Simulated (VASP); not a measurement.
Here is a VASP 6.6.1 calculation.

INCAR

```
SYSTEM = Mo
ALGO = Normal
EDIFF = 1E-6
EDIFFG = -0.01
ENCUT = 600
IBRION = 2
ISIF = 3
ISMEAR = 1
KPAR = 2
LASPH = .TRUE.
LCHARG = .FALSE.
LMIXTAU = .TRUE.
LREAL = .FALSE.
LWAVE = .FALSE.
METAGGA = R2SCAN
NELM = 80
NSW = 90
PREC = Accurate
PSTRESS = 220.0
SIGMA = 0.1
```

File KPOINTS:

```
k-points
0
G
  16 16 16
  0 0 0
```

POSCAR

```
Mo
1.0
   -1.5734150000      1.5734150000      1.5734150000
    1.5734150000     -1.5734150000      1.5734150000
    1.5734150000      1.5734150000     -1.5734150000
Mo
1
Direct
    0.0000000000      0.0000000000      0.0000000000
```

Potentials or basis: VASP PAW PBE potentials, release 64 (Mo_sv).

Command:

```bash
$ cat potpaw_PBE.64/Mo_sv/POTCAR > POTCAR
$ mpirun -np 2 vasp_std > vasp.out
```

Q: Predict the relaxed volume.

A: 14.63 Å³/atom.

Q: What does it give for the relaxed cell?

A: a = 2.669 Å, b = 2.669 Å, c = 2.669 Å, α = 109.47°, β = 109.47°, γ = 109.47°.

Q: Estimate the space group after relaxing (to 0.05 Å).

A: Im-3m (No. 229).

Q: What does it give for the band gap on the k mesh?

A: None (metal or under the smearing width).

The path:
```tsv
step	energy change (eV)	largest force (eV/Å)	pressure (GPa)	volume (Å³)
1	0.0000	0.0000	1.78	15.58
2	1.5469	0.0000	154.59	11.55
3	0.0546	0.0000	19.67	14.73
4	0.0643	0.0000	21.50	14.65
5	0.0670	0.0000	22.02	14.63
```

Caveat: the cell is relaxed towards a set pressure, so the enthalpy falls and the energy may rise; the PAW data sets were made with another functional, which shifts forces and pressure a little.
